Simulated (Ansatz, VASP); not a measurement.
# Cross-check of NaSrCeSbO6 between VASP and Ansatz, part 2 of 2

Aim: how closely do two programs agree when they are given the same cell, functional and k mesh? The cell is taken from a series of runs on this material, whose earlier steps may have relaxed, scaled, displaced or heated it; both programs get it as it stands.

VASP 6.6.1 and Ansatz 0.2.0.

So far: Set-up; Ansatz: dielectric response, PBE.

## (3) VASP: dielectric response, PBE

Level of this step: PBE, no spin polarisation; plane waves and PAW (Na_pv, Sr_sv, Ce, Sb, O) (VASP).

The same cell, functional and mesh now go to VASP, with its own data sets.

Lines of VASP's logs that name or quote its potential files are left out, and so is its time.

INCAR

```
SYSTEM = NaSrCeSbO6
PREC = Accurate
ENCUT = 520
EDIFF = 1E-08
NELM = 200
ISMEAR = 0
SIGMA = 0.01
LREAL = .FALSE.
ALGO = Normal
GGA = PE
NBANDS = 45
LASPH = .TRUE.
LORBIT = 11
LWAVE = .FALSE.
LCHARG = .FALSE.
ISIF = 2
LEPSILON = .TRUE.
GGA_COMPAT = .FALSE.
EFERMI = MIDGAP
LMAXMIX = 6
KPAR = 2
```

POSCAR

```
NaSrCeSbO6
1.0
    0.0000000000      4.2099811900      4.2099811900
    4.2099811900      0.0000000000      4.2099811900
    4.2099811900      4.2099811900      0.0000000000
Na Sr Ce Sb O
1 1 1 1 6
Direct
    0.7500000000      0.7500000000      0.7500000000
    0.2500000000      0.2500000000      0.2500000000
    0.0000000000      0.0000000000      0.0000000000
    0.5000000000      0.5000000000      0.5000000000
    0.7374854500      0.2625145500      0.2625145500
    0.2625145500      0.7374854500      0.7374854500
    0.7374854500      0.7374854500      0.2625145500
    0.2625145500      0.2625145500      0.7374854500
    0.2625145500      0.7374854500      0.2625145500
    0.7374854500      0.2625145500      0.7374854500
```

KPOINTS

```
Automatic mesh
0
Gamma
4 4 4
0 0 0
```

Potentials, in the order of the species: Na_pv, Sr_sv, Ce, Sb and O (PBE family, release 64).

Command:

```
> mpirun -np 2 vasp_std
```

Numbers of over 12 decimals in the logs are rounded to 6 here.

Output:

```text
[banner, memory and clock lines left out]
running    2 mpi-ranks, on    1 nodes
 distrk:  each k-point on    1 cores,    2 groups
 distr:  one band on    1 cores,    1 groups

 POSCAR found type information on POSCAR NaSrCeSbO
 POSCAR found :  5 types and      10 ions
 LDA part: xc-table for (Slater+PW92), standard interpolation
 POSCAR, INCAR and KPOINTS ok, starting setup
 FFT: planning ... GRIDC
 FFT: planning ... GRID_SOFT
 FFT: planning ... GRID
 WAVECAR not read
 entering main loop
       N       E                     dE             d eps       ncg     rms          rms(c)
DAV:   1     0.875033162402E+03    0.87503E+03   -0.32589E+04   720   0.176E+03
DAV:   2     0.898095991730E+02   -0.78522E+03   -0.71583E+03   819   0.455E+02
DAV:   3    -0.677412524336E+02   -0.15755E+03   -0.14883E+03   929   0.195E+02
DAV:   4    -0.779543020163E+02   -0.10213E+02   -0.10120E+02   936   0.493E+01
DAV:   5    -0.786544550439E+02   -0.70015E+00   -0.69957E+00  1272   0.117E+01    0.452E+01
DAV:   6    -0.722932283054E+02    0.63612E+01   -0.99312E+01  1083   0.492E+01    0.477E+01
DAV:   7    -0.702996072640E+02    0.19936E+01   -0.24694E+02  1040   0.148E+02    0.223E+01
DAV:   8    -0.712432633169E+02   -0.94366E+00   -0.19011E+01  1096   0.194E+01    0.212E+01
DAV:   9    -0.698998094460E+02    0.13435E+01   -0.33840E+00  1051   0.886E+00    0.768E+00
DAV:  10    -0.680496063563E+02    0.18502E+01   -0.14865E+00  1051   0.868E+00    0.595E+00
DAV:  11    -0.677075460681E+02    0.34206E+00   -0.35511E-01  1174   0.301E+00    0.513E+00
DAV:  12    -0.676621416299E+02    0.45404E-01   -0.31743E-02  1257   0.669E-01    0.498E+00
DAV:  13    -0.675884531774E+02    0.73688E-01   -0.88994E-03  1096   0.632E-01    0.498E+00
DAV:  14    -0.666716010602E+02    0.91685E+00   -0.93784E-01   920   0.969E+00    0.407E+00
[...]
DAV:  40    -0.665726802706E+02    0.15566E-06   -0.18601E-06  1179   0.984E-03    0.119E-02
DAV:  41    -0.665726803398E+02   -0.69196E-07   -0.31021E-07  1200   0.231E-03    0.100E-02
DAV:  42    -0.665726801503E+02    0.18958E-06   -0.56750E-07   912   0.825E-03    0.345E-03
DAV:  43    -0.665726801845E+02   -0.34279E-07   -0.16629E-07  1112   0.281E-03    0.214E-03
DAV:  44    -0.665726802305E+02   -0.46018E-07   -0.17287E-08   624   0.838E-04    0.157E-03
DAV:  45    -0.665726802697E+02   -0.39144E-07   -0.12107E-08   512   0.519E-04    0.443E-04
DAV:  46    -0.665726802883E+02   -0.18580E-07   -0.41690E-09   480   0.474E-04    0.201E-04
DAV:  47    -0.665726802903E+02   -0.20755E-08   -0.35087E-09   480   0.678E-04
   1 F= -.66572680E+02 E0= -.66572680E+02  d E =0.000000E+00
 Linear response reoptimize wavefunctions to high precision
[...]
RMM:  10    -0.151800938014E+01   -0.55340E-04   -0.16484E-04  1862   0.354E-02
RMM:  11    -0.151804504516E+01   -0.35665E-04   -0.14923E-04  1806   0.272E-02
RMM:  12    -0.151806320165E+01   -0.18156E-04   -0.41273E-05  1762   0.214E-02
RMM:  13    -0.151807448507E+01   -0.11283E-04   -0.54414E-05  1732   0.170E-02
RMM:  14    -0.151808147510E+01   -0.69900E-05   -0.13412E-06  1705   0.139E-02
RMM:  15    -0.151808629054E+01   -0.48154E-05   -0.25342E-05  1674   0.115E-02
RMM:  16    -0.151808932794E+01   -0.30374E-05   -0.12470E-05  1650   0.952E-03
RMM:  17    -0.151809155153E+01   -0.22236E-05   -0.14320E-05  1630   0.803E-03
RMM:  18    -0.151809324766E+01   -0.16961E-05   -0.10048E-05  1611   0.672E-03
RMM:  19    -0.151809433650E+01   -0.10888E-05   -0.92049E-06  1592   0.567E-03
RMM:  20    -0.151809514620E+01   -0.80970E-06   -0.40759E-06  1565   0.482E-03
RMM:  21    -0.151809576852E+01   -0.62232E-06   -0.98127E-06  1553   0.413E-03
RMM:  22    -0.151809621804E+01   -0.44952E-06    0.16741E-06  1528   0.352E-03
RMM:  23    -0.151809655110E+01   -0.33306E-06   -0.79928E-06  1513   0.305E-03
[...]
RMM:  46    -0.151809766468E+01   -0.54148E-08    0.28320E-07  1294   0.316E-04
RMM:  47    -0.151809766476E+01   -0.82576E-10   -0.53085E-07  1270   0.302E-04
RMM:  48    -0.151809766858E+01   -0.38204E-08    0.22576E-07  1244   0.289E-04
RMM:  49    -0.151809766872E+01   -0.13964E-09   -0.44694E-07  1232   0.279E-04
RMM:  50    -0.151809767198E+01   -0.32565E-08    0.16457E-07  1208   0.268E-04
RMM:  51    -0.151809767221E+01   -0.23336E-09   -0.37278E-07  1198   0.260E-04
RMM:  52    -0.151809767517E+01   -0.29537E-08    0.17349E-07  1193   0.252E-04
RMM:  53    -0.151809767542E+01   -0.25473E-09   -0.26417E-07  1178   0.245E-04
 change of polarisation eV/A/(eV/A) component  3 :     0.091    -0.091     3.036
 dielectric tensor                  component  3 :     0.110    -0.110     4.682
 Linear response to external field, progress :
  Direction:   1
       N       E                     dE             d eps       ncg     rms          rms(c)
RMM:   1    -0.867456470341E+00   -0.86746E+00   -0.23744E+00  2580   0.188E+01
RMM:   2    -0.134750790718E+01   -0.48005E+00   -0.52575E-01  2827   0.459E+00    0.173E+00
RMM:   3    -0.147165679309E+01   -0.12415E+00   -0.69334E-01  3190   0.219E+00    0.122E+00
RMM:   4    -0.149823767704E+01   -0.26581E-01   -0.11453E-01  3325   0.104E+00    0.637E-01
RMM:   5    -0.154828408956E+01   -0.50046E-01   -0.30735E-02  3515   0.684E-01    0.152E-01
RMM:   6    -0.155374519416E+01   -0.54611E-02   -0.11183E-02  4115   0.325E-01    0.881E-02
RMM:   7    -0.155763829070E+01   -0.38931E-02   -0.39074E-03  4139   0.190E-01    0.645E-02
RMM:   8    -0.156011346039E+01   -0.24752E-02   -0.25830E-03  4191   0.136E-01    0.579E-02
RMM:   9    -0.156146619334E+01   -0.13527E-02   -0.14756E-03  4149   0.953E-02    0.431E-02
RMM:  10    -0.156198167924E+01   -0.51549E-03   -0.98504E-04  4118   0.781E-02    0.143E-02
RMM:  11    -0.156267775922E+01   -0.69608E-03   -0.58146E-04  4135   0.578E-02    0.492E-03
RMM:  12    -0.156284259991E+01   -0.16484E-03   -0.43536E-04  4371   0.450E-02    0.891E-03
RMM:  13    -0.156287744064E+01   -0.34841E-04   -0.31004E-04  4465   0.335E-02    0.120E-02
RMM:  14    -0.156284399242E+01    0.33448E-04   -0.17885E-04  4306   0.267E-02    0.215E-02
RMM:  15    -0.156284867244E+01   -0.46800E-05   -0.15709E-04  4221   0.216E-02    0.228E-02
RMM:  16    -0.156284800248E+01    0.66996E-06   -0.85293E-05  4135   0.176E-02    0.208E-02
RMM:  17    -0.156286036775E+01   -0.12365E-04   -0.89612E-05  4158   0.148E-02    0.189E-02
RMM:  18    -0.156287380064E+01   -0.13433E-04   -0.35307E-05  4327   0.119E-02    0.180E-02
RMM:  19    -0.156288014948E+01   -0.63488E-05   -0.39867E-05  4455   0.976E-03    0.183E-02
 change of polarisation eV/A/(eV/A) component  1 :     2.922     0.105     0.034
 dielectric tensor                  component  1 :     4.543     0.128     0.041
 Linear response to external field, progress :
  Direction:   2
       N       E                     dE             d eps       ncg     rms          rms(c)
RMM:   1    -0.867474485425E+00   -0.86747E+00   -0.23746E+00  2582   0.188E+01
RMM:   2    -0.134756463869E+01   -0.48009E+00   -0.52341E-01  2823   0.459E+00    0.173E+00
RMM:   3    -0.147160459625E+01   -0.12404E+00   -0.69523E-01  3185   0.219E+00    0.122E+00
RMM:   4    -0.149822568353E+01   -0.26621E-01   -0.11499E-01  3326   0.104E+00    0.638E-01
RMM:   5    -0.154830165808E+01   -0.50076E-01   -0.30878E-02  3519   0.685E-01    0.152E-01
RMM:   6    -0.155374497174E+01   -0.54433E-02   -0.11184E-02  4114   0.325E-01    0.865E-02
RMM:   7    -0.155816076469E+01   -0.44158E-02   -0.39998E-03  4114   0.193E-01    0.577E-02
RMM:   8    -0.156038443616E+01   -0.22237E-02   -0.26766E-03  4190   0.136E-01    0.557E-02
RMM:   9    -0.156173247276E+01   -0.13480E-02   -0.15235E-03  4140   0.959E-02    0.390E-02
RMM:  10    -0.156230683078E+01   -0.57436E-03   -0.10350E-03  4145   0.755E-02    0.122E-02
RMM:  11    -0.156272878259E+01   -0.42195E-03   -0.59169E-04  4231   0.553E-02    0.830E-03
RMM:  12    -0.156290935889E+01   -0.18058E-03   -0.41445E-04  4418   0.432E-02    0.819E-03
RMM:  13    -0.156290325289E+01    0.61060E-05   -0.29009E-04  4394   0.332E-02    0.142E-02
RMM:  14    -0.156285044526E+01    0.52808E-04   -0.26165E-04  4279   0.267E-02    0.255E-02
RMM:  15    -0.156286445465E+01   -0.14009E-04   -0.17469E-04  4106   0.221E-02    0.205E-02
RMM:  16    -0.156284255176E+01    0.21903E-04   -0.11247E-04  4212   0.175E-02    0.204E-02
RMM:  17    -0.156280311881E+01    0.39433E-04   -0.10136E-04  4153   0.148E-02    0.215E-02
 change of polarisation eV/A/(eV/A) component  2 :     0.105     2.922     0.005
 dielectric tensor                  component  2 :     0.127     4.543     0.006
 Linear response to external field, progress :
  Direction:   3
       N       E                     dE             d eps       ncg     rms          rms(c)
RMM:   1    -0.867620495971E+00   -0.86762E+00   -0.23760E+00  2584   0.188E+01
RMM:   2    -0.134786022314E+01   -0.48024E+00   -0.52789E-01  2821   0.459E+00    0.173E+00
RMM:   3    -0.147164715136E+01   -0.12379E+00   -0.69218E-01  3181   0.219E+00    0.122E+00
RMM:   4    -0.149827282463E+01   -0.26626E-01   -0.11467E-01  3321   0.103E+00    0.637E-01
RMM:   5    -0.154829143425E+01   -0.50019E-01   -0.30710E-02  3513   0.683E-01    0.152E-01
RMM:   6    -0.155376576021E+01   -0.54743E-02   -0.11205E-02  4100   0.325E-01    0.856E-02
RMM:   7    -0.155854449467E+01   -0.47787E-02   -0.40408E-03  4095   0.195E-01    0.525E-02
RMM:   8    -0.156088376781E+01   -0.23393E-02   -0.27168E-03  4138   0.140E-01    0.469E-02
RMM:   9    -0.156197560035E+01   -0.10918E-02   -0.14838E-03  4143   0.984E-02    0.337E-02
RMM:  10    -0.156279592885E+01   -0.82033E-03   -0.10547E-03  4052   0.772E-02    0.880E-03
RMM:  11    -0.156269360181E+01    0.10233E-03   -0.68755E-04  4218   0.565E-02    0.137E-02
RMM:  12    -0.156289296034E+01   -0.19936E-03   -0.33013E-04  4317   0.420E-02    0.732E-03
RMM:  13    -0.156299419964E+01   -0.10124E-03   -0.35457E-04  4336   0.339E-02    0.616E-03
RMM:  14    -0.156301254607E+01   -0.18346E-04   -0.23929E-04  4235   0.266E-02    0.375E-03
RMM:  15    -0.156309650171E+01   -0.83956E-04   -0.20223E-04  4251   0.219E-02    0.336E-03
RMM:  16    -0.156301896421E+01    0.77537E-04   -0.99671E-05  4152   0.176E-02    0.826E-03
RMM:  17    -0.156300522544E+01    0.13739E-04   -0.10224E-04  4367   0.144E-02    0.131E-02
RMM:  18    -0.156302756834E+01   -0.22343E-04   -0.73431E-05  4384   0.117E-02    0.140E-02
RMM:  19    -0.156302768129E+01   -0.11294E-06   -0.50640E-05  4448   0.964E-03    0.153E-02
RMM:  20    -0.156303725032E+01   -0.95690E-05   -0.46335E-05  4286   0.812E-03    0.157E-02
RMM:  21    -0.156306735601E+01   -0.30106E-04   -0.42628E-05  4199   0.694E-03    0.139E-02
 change of polarisation eV/A/(eV/A) component  3 :     0.067     0.072     2.922
 dielectric tensor                  component  3 :     0.081     0.087     4.543
 Born effective charges drift removed
```

From OUTCAR (step 3):

```text
ion  position               nearest neighbor table
   1  0.750  0.750  0.750-
   2  0.250  0.250  0.250-   5 2.98   8 2.98   9 2.98   6 2.98   8 2.98  10 2.98   6 2.98   7 2.98
                             9 2.98   5 2.98   7 2.98  10 2.98   3 3.65   3 3.65   4 3.65   3 3.65
   3  0.000  0.000  0.000-   5 2.21   6 2.21   7 2.21   8 2.21   9 2.21  10 2.21   2 3.65   2 3.65
                             2 3.65   2 3.65
   4  0.500  0.500  0.500-   5 2.00   6 2.00   7 2.00   8 2.00   9 2.00  10 2.00   2 3.65   2 3.65
                             2 3.65   2 3.65
   5  0.737  0.263  0.263-   4 2.00   3 2.21   2 2.98   2 2.98
   6  0.263  0.737  0.737-   4 2.00   3 2.21   2 2.98   2 2.98
   7  0.737  0.737  0.263-   4 2.00   3 2.21   2 2.98   2 2.98
   8  0.263  0.263  0.737-   4 2.00   3 2.21   2 2.98   2 2.98
   9  0.263  0.737  0.263-   4 2.00   3 2.21   2 2.98   2 2.98
  10  0.737  0.263  0.737-   4 2.00   3 2.21   2 2.98   2 2.98

  LATTYP: Found a face centered cubic cell.
 ALAT       =     8.4199623800

 Subroutine GETGRP returns: Found 24 space group operations
 (whereof 24 operations were pure point group operations)

The static configuration has the point symmetry T_d .

 Found      8 irreducible k-points:

   k-points           NKPTS =      8   k-points in BZ     NKDIM =      8   number of bands    NBANDS=     45

   dimension x,y,z NGX =    48 NGY =   48 NGZ =   48
   dimension x,y,z NGXF=    96 NGYF=   96 NGZF=   96

   ENCUT  =  520.0 eV  38.22 Ry    6.18 a.u.  11.07 11.07 11.07*2*pi/ulx,y,z

   NELECT =      70.0000    total number of electrons

 k-points in reciprocal lattice and weights: Automatic mesh
   0.00000000  0.00000000  0.00000000       0.016
   0.25000000  0.00000000  0.00000000       0.125
   0.50000000  0.00000000  0.00000000       0.062
   0.25000000  0.25000000  0.00000000       0.094
   0.50000000  0.25000000  0.00000000       0.375
  -0.25000000  0.25000000  0.00000000       0.188
   0.50000000  0.50000000  0.00000000       0.047
  -0.25000000  0.50000000  0.25000000       0.094

 average (electrostatic) potential at core
       1 -44.9727       2 -36.6745       3 -79.4522       4 -88.9887       5 -70.4056
       6 -70.4056       7 -70.4056       8 -70.4056       9 -70.4056      10 -70.4056

  Total        0.0601009      0.0601009      0.0601009      0.0000000      0.0000000      0.0000000
  in kB        0.6452399      0.6452399      0.6452399      0.0000000      0.0000000      0.0000000
  external PRESSURE =       0.6452399 kB  Pullay stress =       0.0000000 kB

  energy-cutoff  :      520.00
  volume of cell :      149.23
      direct lattice vectors                 reciprocal lattice vectors
     0.000000000  4.209981190  4.209981190    -0.118765376  0.118765376  0.118765376
     4.209981190  0.000000000  4.209981190     0.118765376 -0.118765376  0.118765376
     4.209981190  4.209981190  0.000000000     0.118765376  0.118765376 -0.118765376

 POSITION                                       TOTAL-FORCE (eV/Angst)
 -----------------------------------------------------------------------------------
      6.31497      6.31497      6.31497        -0.000000      0.000000     -0.000000
      2.10499      2.10499      2.10499        -0.000000      0.000000     -0.000000
      0.00000      0.00000      0.00000        -0.000000      0.000000     -0.000000
      4.20998      4.20998      4.20998        -0.000000      0.000000     -0.000000
      2.21036      4.20998      4.20998        -0.020732      0.000000     -0.000000
      6.20960      4.20998      4.20998         0.020732      0.000000     -0.000000
      4.20998      4.20998      6.20960         0.000000      0.000000      0.020732
      4.20998      4.20998      2.21036         0.000000      0.000000     -0.020732
      4.20998      2.21036      4.20998         0.000000     -0.020732     -0.000000
      4.20998      6.20960      4.20998         0.000000      0.020732     -0.000000
 -----------------------------------------------------------------------------------
    total drift:                                0.000001      0.000001      0.000001

 MACROSCOPIC STATIC DIELECTRIC TENSOR (including local field effects in DFT)
 ------------------------------------------------------
           4.543171    -0.000000    -0.000000
           0.000000     4.543171     0.000000
          -0.000000    -0.000000     4.543171
 ------------------------------------------------------

 PIEZOELECTRIC TENSOR (including local field effects)  for field in x, y, z        (C/m^2)
          XX          YY          ZZ          XY          YZ          ZX
  --------------------------------------------------------------------------------
  x     0.00000     0.00000    -0.00000     0.00000     0.00398     0.00000
  y     0.00000    -0.00000     0.00000     0.00000     0.00000     0.00398
  z     0.00000     0.00000    -0.00000     0.00398     0.00000     0.00000

 BORN EFFECTIVE CHARGES (including local field effects) (in |e|, cummulative output)
 ---------------------------------------------------------------------------------
 ion    1
    1     1.18716    -0.00000     0.00000
    2     0.00000     1.18716    -0.00000
    3    -0.00000    -0.00000     1.18716
 ion    2
    1     2.57567     0.00000    -0.00000
    2     0.00000     2.57567     0.00000
    3    -0.00000    -0.00000     2.57567
 ion    3
    1     5.19114    -0.00000     0.00000
    2     0.00000     5.19114    -0.00000
    3     0.00000     0.00000     5.19114
 ion    4
    1     6.03332    -0.00000     0.00000
    2     0.00000     6.03332    -0.00000
    3     0.00000     0.00000     6.03332
 ion    5
    1    -4.18871     0.00000    -0.00000
    2     0.00000    -1.65246    -0.19632
    3    -0.00000    -0.19632    -1.65246
 ion    6
    1    -4.18871     0.00000     0.00000
    2     0.00000    -1.65246     0.19632
    3     0.00000     0.19632    -1.65246
 ion    7
    1    -1.65246     0.19632    -0.00000
    2     0.19632    -1.65246     0.00000
    3     0.00000    -0.00000    -4.18871
 ion    8
    1    -1.65246    -0.19632     0.00000
    2    -0.19632    -1.65246     0.00000
    3     0.00000     0.00000    -4.18871
 ion    9
    1    -1.65246    -0.00000    -0.19632
    2     0.00000    -4.18871     0.00000
    3    -0.19632     0.00000    -1.65246
 ion   10
    1    -1.65246     0.00000     0.19632
    2     0.00000    -4.18871     0.00000
    3     0.19632     0.00000    -1.65246
```

This run has no spin polarisation, so a moment on Ce, if there is one, isn't seen. Without U or exact exchange, f electrons of an open shell come out too delocalised.

## (4) Differences

Known differences besides the potentials themselves: fixed occupations in Ansatz, narrow Gaussian smearing in VASP; VASP's response is taken on the typed mesh, Ansatz refines its own for the field response alone; the data sets hold 82 valence electrons in Ansatz (on its PAW soft_1 files) and 70 in VASP; the cutoff is 420 eV in Ansatz and 520 eV in VASP. Total energies have different zeros and are not compared.

Both answers:

```csv
quantity,Ansatz,VASP,difference
ε∞ xx,4.59,4.54,+1.10 %
ε∞ yy,4.59,4.54,+1.10 %
ε∞ zz,4.59,4.54,+1.10 %
Born charge of Na1 (mean of the diagonal) (e),1.19,1.19,+0.01
Born charge of Sr2 (mean of the diagonal) (e),2.58,2.58,+0.01
Born charge of Ce3 (mean of the diagonal) (e),5.25,5.19,+0.06
Born charge of Sb4 (mean of the diagonal) (e),6.00,6.03,-0.04
Born charge of O5 (mean of the diagonal) (e),-2.50,-2.50,-0.01
```

## (5) Results

| Quantity | Value |
| --- | --- |
| difference in ε∞ xx (dielectric response, PBE) | 1.1 % |

The difference in ε∞ xx is 1.1 % (dielectric response, PBE), within the 5 % picked in this series as the mark of a large difference. The data sets hold unlike numbers of valence electrons (82 in Ansatz and 70 in VASP), so part of the differences comes from the potentials. Such differences can come from data sets, numerical settings and the points named under the comparisons, not from the functional's error against experiment.

[Lines on the potential files, build, host, timing and source positions are cut from VASP's logs without a mark.]

[Logs are printed without paths, hosts, clocks, repeated set-up lines and the standing remarks that a program may print on its own settings, such as how far it seeks lower states.]

[Hosts, paths, dates, database ids (printed as entryN), source tags and the programs' standing remarks are cut or masked in the printed files.]
